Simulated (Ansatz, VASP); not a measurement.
**Ru (Ru(111) slab (three-index Miller notation)): VASP beside Ansatz**

One calculation is typed for both programs; each brings its own data sets. How far apart do they land? The cell is taken from a series of runs on this material, whose earlier steps may have relaxed, scaled, displaced or heated it; both programs get it as it stands.

Calculated with Ansatz 0.2.0; plane waves, with VASP 6.6.1 beside it; PBE.

### 1. Set-up

The cell holds 20 atoms: 20 Ru. Cell: a = 4.703 Å, b = 5.068 Å, c = 27.293 Å, α = 90.0°, β = 90.0°, γ = 117.6°. It derives from Ru. Slab of Ru cut on (1 1 1), 12.3 A thick, 1 x 1 surface cells, both faces free; (so at first; earlier steps may have moved the atoms). Lattice constants are starting values near those of PBE. Vacuum lies along c.

### 2. VASP: single point, PBE

With cell and atoms fixed, the geometry can't cause a difference; cores, projectors, grids and the points listed under the comparison can.

Lines of VASP's logs that name or quote its potential files are left out, and so is its time.

The input, INCAR:

```
SYSTEM = Ru
PREC = Accurate
ENCUT = 400
EDIFF = 1E-06
NELM = 120
ISMEAR = -1
SIGMA = 0.1
LREAL = .FALSE.
ALGO = Normal
GGA = PE
NBANDS = 173
LASPH = .TRUE.
LORBIT = 11
LWAVE = .FALSE.
LCHARG = .FALSE.
ISIF = 2
GGA_COMPAT = .FALSE.
KPAR = 4
```

The input, POSCAR:

```
Ru
1.0
    4.7025200000      0.0000000000      0.0000000000
   -2.3512600000      4.4901200000      0.0000000000
    0.0000000000      0.0000000000     27.2927500000
Ru
20
Direct
    0.6579700000      0.6411400000      0.2798300000
    0.0920650000      0.1815800000      0.3003200000
    0.2016650000      0.7255600000      0.3208600000
    0.6418950000      0.2762000000      0.3440600000
    0.7411000000      0.8196950000      0.3694500000
    0.1826200000      0.3656700000      0.3925500000
    0.2905600000      0.9128700000      0.4167400000
    0.7284450000      0.4572100000      0.4403800000
    0.8353850000      0.0036400000      0.4646500000
    0.2745600000      0.5489050000      0.4882100000
    0.3800500000      0.0936450000      0.5117900000
    0.8192250000      0.6389100000      0.5353500000
    0.9261650000      0.1853400000      0.5596200000
    0.3640500000      0.7296800000      0.5832600000
    0.4719900000      0.2768800000      0.6074500000
    0.9135100000      0.8228550000      0.6305500000
    0.0127150000      0.3663500000      0.6559400000
    0.4529450000      0.9169900000      0.6791400000
    0.5625450000      0.4609700000      0.6996800000
    0.9966400000      0.0014100000      0.7201700000
```

The input, KPOINTS:

```
Automatic mesh
0
Gamma
11 10 1
0 0 0
```

PAW data sets: Ru_pv (PBE family, release 64).

Started as:

```
$ mpirun -np 4 vasp_std
```

Numbers of over 12 decimals in the logs are rounded to 6 here.

Output:

```text
[banner, memory and clock lines left out]
running    4 mpi-ranks, on    1 nodes
 distrk:  each k-point on    1 cores,    4 groups
 distr:  one band on    1 cores,    1 groups

 POSCAR found type information on POSCAR Ru
 POSCAR found :  1 types and      20 ions
|                                                                             |
|               ----> ADVICE to this user running VASP <----                  |
|                                                                             |
|     You have a (more or less) 'large supercell' and for larger cells it     |
|     might be more efficient to use real-space projection operators.         |
|     Therefore, try LREAL= Auto in the INCAR file.                           |
|     Mind: For very accurate calculation, you might also keep the            |
|     reciprocal projection scheme (i.e. LREAL=.FALSE.).                      |
|                                                                             |

 LDA part: xc-table for (Slater+PW92), standard interpolation
|                                                                             |
|           W    W    AA    RRRRR   N    N  II  N    N   GGGG   !!!           |
|           W    W   A  A   R    R  NN   N  II  NN   N  G    G  !!!           |
|           W    W  A    A  R    R  N N  N  II  N N  N  G       !!!           |
|           W WW W  AAAAAA  RRRRR   N  N N  II  N  N N  G  GGG   !            |
|           WW  WW  A    A  R   R   N   NN  II  N   NN  G    G                |
|           W    W  A    A  R    R  N    N  II  N    N   GGGG   !!!           |
|                                                                             |
|     Your reciprocal lattice and k-lattice belong to different lattice       |
|     classes:                                                                |
|                                                                             |
|        The reciprocal lattice is base centered orthorhombic,                |
|        whereas your k-lattice is simple monoclinic.                         |
|                                                                             |
|     Results are often still useful ...                                      |
|                                                                             |

 POSCAR, INCAR and KPOINTS ok, starting setup
 FFT: planning ... GRIDC
 FFT: planning ... GRID_SOFT
 FFT: planning ... GRID
 WAVECAR not read
 entering main loop
       N       E                     dE             d eps       ncg     rms          rms(c)
DAV:   1     0.277777818635E+04    0.27778E+04   -0.15872E+05 24872   0.132E+03
DAV:   2    -0.894674776451E+02   -0.28672E+04   -0.27532E+04 20755   0.446E+02
DAV:   3    -0.186926594062E+03   -0.97459E+02   -0.91714E+02 23665   0.793E+01
DAV:   4    -0.190089832364E+03   -0.31632E+01   -0.31221E+01 23040   0.117E+01
DAV:   5    -0.190254746006E+03   -0.16491E+00   -0.16481E+00 26285   0.225E+00    0.518E+01
DAV:   6    -0.205220588726E+03   -0.14966E+02   -0.77159E+01 21887   0.415E+01    0.466E+01
DAV:   7    -0.274920438878E+03   -0.69700E+02   -0.13518E+02 23365   0.761E+01    0.888E+01
DAV:   8    -0.185805142776E+03    0.89115E+02   -0.76189E+01 23400   0.284E+01    0.269E+01
DAV:   9    -0.185266670346E+03    0.53847E+00   -0.43210E+01 21614   0.291E+01    0.264E+01
DAV:  10    -0.177291712495E+03    0.79750E+01   -0.16177E+01 21392   0.155E+01    0.114E+01
DAV:  11    -0.176503595053E+03    0.78812E+00   -0.22760E+00 21668   0.726E+00    0.814E+00
DAV:  12    -0.176433761634E+03    0.69833E-01   -0.46359E-01 21487   0.425E+00    0.722E+00
DAV:  13    -0.176380417583E+03    0.53344E-01   -0.93547E-02 20813   0.157E+00    0.623E+00
DAV:  14    -0.176367925284E+03    0.12492E-01   -0.12383E-01 21108   0.235E+00    0.501E+00
[...]
DAV:  27    -0.176270113435E+03   -0.31912E-04   -0.32170E-06 16235   0.112E-02    0.208E-02
DAV:  28    -0.176270241956E+03   -0.12852E-03   -0.20004E-05 17112   0.128E-02    0.448E-03
DAV:  29    -0.176270282365E+03   -0.40410E-04   -0.52308E-06 16357   0.417E-03    0.491E-03
DAV:  30    -0.176270329931E+03   -0.47566E-04   -0.13116E-06 14421   0.284E-03    0.358E-03
DAV:  31    -0.176270365857E+03   -0.35926E-04   -0.82381E-07 13140   0.119E-03    0.281E-03
DAV:  32    -0.176270392020E+03   -0.26163E-04   -0.11692E-06 14499   0.154E-03    0.119E-03
DAV:  33    -0.176270396827E+03   -0.48066E-05   -0.23818E-07 12675   0.831E-04    0.451E-04
DAV:  34    -0.176270397506E+03   -0.67883E-06   -0.55679E-08 11194   0.397E-04
   1 F= -.17627040E+03 E0= -.17589960E+03  d E =-.741593E+00
```

OUTCAR, selected parts (step 2):

```text
ion  position               nearest neighbor table
   1  0.658  0.641  0.280-   4 2.52   5 2.57   2 2.61   3 2.63   3 2.64   2 2.66
   2  0.092  0.182  0.300-   1 2.61   5 2.62   3 2.62   6 2.65   3 2.65   1 2.66   4 2.66   4 2.68

  LATTYP: Found a base centered orthorhombic cell.
 ALAT       =     4.7025200000
 B/A-ratio  =     1.9096654560
 C/A-ratio  =     5.8038562303

 Subroutine GETGRP returns: Found  2 space group operations
 (whereof  1 operations were pure point group operations)

The static configuration has the point symmetry C_1 .
 The point group associated with its full space group is S_2 .

 Found     56 irreducible k-points:

   k-points           NKPTS =     56   k-points in BZ     NKDIM =     56   number of bands    NBANDS=    173

   dimension x,y,z NGX =    32 NGY =   36 NGZ =  180
   dimension x,y,z NGXF=    64 NGYF=   72 NGZF=  360

   ENCUT  =  400.0 eV  29.40 Ry    5.42 a.u.   7.67  8.27 44.51*2*pi/ulx,y,z

   NELECT =     280.0000    total number of electrons

 k-points in reciprocal lattice and weights: Automatic mesh
   0.00000000  0.00000000  0.00000000       0.009
   0.09090909  0.00000000  0.00000000       0.018
   0.18181818  0.00000000  0.00000000       0.018
   0.27272727 -0.00000000  0.00000000       0.018
   0.36363636  0.00000000  0.00000000       0.018
   0.45454545  0.00000000  0.00000000       0.018
   0.00000000  0.10000000  0.00000000       0.018
   0.09090909  0.10000000  0.00000000       0.018
   0.18181818  0.10000000  0.00000000       0.018
[...]
0.36363636  0.50000000  0.00000000       0.018
   0.45454545  0.50000000  0.00000000       0.018

 average (electrostatic) potential at core
       1 -75.8078       2 -75.9593       3 -76.1699       4 -76.3196       5 -76.3421
       6 -76.3403       7 -76.3148       8 -76.3462       9 -76.2826      10 -76.3018
      11 -76.3018      12 -76.2826      13 -76.3462      14 -76.3148      15 -76.3403
      16 -76.3421      17 -76.3196      18 -76.1699      19 -75.9593      20 -75.8078

 E-fermi :   3.7715

 k-point     1 :       0.0000    0.0000    0.0000
  band No.  band energies     occupation
    ...
    140       3.4617      1.91359
    141       3.4713      1.90528
    142       3.6613      1.50136
    143       3.8222      0.75179
    144       3.8714      0.53837
    145       4.0772      0.08979
    146       4.0977      0.07382
    147       4.3251      0.00785
    148       4.4565      0.00212
    149       4.4762      0.00174
    ...

 k-point     2 :       0.0909    0.0000    0.0000
  band No.  band energies     occupation
    ...
    139       3.2721      1.98653
    140       3.3810      1.96049
    141       3.5408      1.81893
    142       3.7303      1.20316
    143       3.7642      1.03648
    144       3.9409      0.31037
    145       4.0286      0.14210
    146       4.1815      0.03259
    147       4.2145      0.02355
    148       4.3668      0.00518
    ...

 k-point     3 :       0.1818    0.0000    0.0000
  band No.  band energies     occupation
    ...
    140       3.4660      1.90999
    141       3.5770      1.74982
    142       3.7579      1.06777
    143       3.8172      0.77514
    144       3.8504      0.62490
    145       3.9355      0.32492
    146       4.1300      0.05396
    147       4.2580      0.01531
    148       4.2958      0.01051
    149       4.3331      0.00725
    ...

  Total       -9.1310983     -5.9322653     -1.5707005      0.3441937      0.0195045      0.1306160
  in kB      -25.3862003    -16.4928326     -4.3668479      0.9569244      0.0542264      0.3631376
  external PRESSURE =     -15.4152936 kB  Pullay stress =       0.0000000 kB

  energy-cutoff  :      400.00
  volume of cell :      576.28
      direct lattice vectors                 reciprocal lattice vectors
     4.702520000  0.000000000  0.000000000     0.212651940  0.111355599  0.000000000
    -2.351260000  4.490120000  0.000000000     0.000000000  0.222711197  0.000000000
     0.000000000  0.000000000 27.292750000     0.000000000  0.000000000  0.036639767

 POSITION                                       TOTAL-FORCE (eV/Angst)
 -----------------------------------------------------------------------------------
      1.58663      2.87880      7.63733        -0.013174      0.001754     -0.021447
      0.00600      0.81532      8.19656        -0.002579     -0.017801     -0.030381
     -0.75765      3.25785      8.75715         0.004158      0.018651      0.021839
      2.36911      1.24017      9.39034         0.006824     -0.000900     -0.012029
      1.55772      3.68053     10.08331         0.007001      0.006761      0.038463
     -0.00101      1.64190     10.71377        -0.014008     -0.002149      0.011031
     -0.78003      4.09890     11.37398        -0.013617     -0.007636     -0.007760
      2.35051      2.05293     12.01918         0.005301     -0.007714     -0.024398
      3.91986      0.01634     12.68158         0.013453      0.001890     -0.011571
      0.00051      2.46465     13.32459         0.006663      0.002505     -0.001173
      1.56701      0.42048     13.96816        -0.006663     -0.002505      0.001173
      2.35018      2.86878     14.61117        -0.013453     -0.001890      0.011571
      3.91953      0.83220     15.27357        -0.005301      0.007714      0.024398
     -0.00371      3.27635     15.91877         0.013617      0.007636      0.007760
      1.56853      1.24322     16.57898         0.014008      0.002149     -0.011031
      2.36105      3.69472     17.20944        -0.007001     -0.006761     -0.038463
     -0.80159      1.64496     17.90241        -0.006824      0.000900      0.012029
     -0.02610      4.11740     18.53560        -0.004158     -0.018651     -0.021839
      1.56152      2.06981     19.09619         0.002579      0.017801      0.030381
      4.68340      0.00633     19.65542         0.013174     -0.001754      0.021447
 -----------------------------------------------------------------------------------
    total drift:                               -0.000024     -0.000111      0.000127

  FREE ENERGIE OF THE ION-ELECTRON SYSTEM (eV)
  ---------------------------------------------------
  free  energy   TOTEN  =      -176.2703975059 eV

  energy  without entropy=     -175.5288040450  energy(sigma->0) =     -175.89960078

 total charge
# of ion       s       p       d       tot
------------------------------------------
    1        0.381   6.137   6.040  12.559
    2        0.389   6.203   5.977  12.570
    3        0.400   6.257   5.941  12.598
    4        0.401   6.292   5.938  12.631
    5        0.409   6.311   5.958  12.678
    6        0.401   6.305   5.946  12.652
    7        0.397   6.304   5.937  12.638
    8        0.399   6.307   5.932  12.638
    9        0.402   6.308   5.943  12.654
   10        0.402   6.309   5.940  12.651
   11        0.402   6.309   5.940  12.651
   12        0.402   6.308   5.943  12.654
   13        0.399   6.307   5.932  12.638
   14        0.397   6.304   5.937  12.638
   15        0.401   6.305   5.946  12.652
   16        0.409   6.311   5.958  12.678
   17        0.401   6.292   5.938  12.631
   18        0.400   6.257   5.941  12.598
   19        0.389   6.203   5.977  12.570
   20        0.381   6.137   6.040  12.559
--------------------------------------------------
tot          7.963 125.466 119.105 252.535

[... 3 further parts left out ...]
```

[end of part 1 of 2]

[Lines on the potential files, build, host, timing and source positions are cut from VASP's logs without a mark.]

[Logs are printed without paths, hosts, clocks, repeated set-up lines and the standing remarks that a program may print on its own settings, such as how far it seeks lower states.]

[Hosts, paths, dates, database ids (printed as entryN), source tags and the programs' standing remarks are cut or masked in the printed files.]
